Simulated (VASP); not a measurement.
Consider the following.

```
PbO
1.0
    4.07178     0.00000     0.00000
    0.00000     4.05393     0.00000
    0.00000     0.00000     5.15519
Pb O
2 2
Direct
  0.50000   0.00000   0.76500
  0.00000   0.50000   0.23500
  0.50000   0.50000   0.00000
  0.00698   0.00000   0.00000
```

Level of theory: PBE GGA, VASP's PBE PAW potentials (set 64) (plane waves; VASP). Numerical set-up: PREC = Low, 520 eV cut-off, 5×5×4 Γ-centred mesh, Gaussian smearing of 0.050 eV, potentials Pb_d O.

Task: Which forces act on the atoms, in eV/Å?

Result: 
```
atom      Fx     Fy      Fz
----  ------  -----  ------
Pb1    0.061  0.000   0.419
Pb2    0.020  0.000  -0.425
O3     0.085  0.000   0.026
O4    -0.165  0.000  -0.020
```

Task: Give the stress tensor in GPa (positive for a compressed cell).

Result: 
```
-0.71   0.00  -0.12
 0.00  -0.50   0.00
-0.12   0.00  -0.76
```
The pressure is its mean diagonal, -0.66 GPa.

The compound is PbO in the litharge structure. The cell was not relaxed at this level. The run is one of a series of settings (PREC = Low against the base run), some of them coarse on purpose.
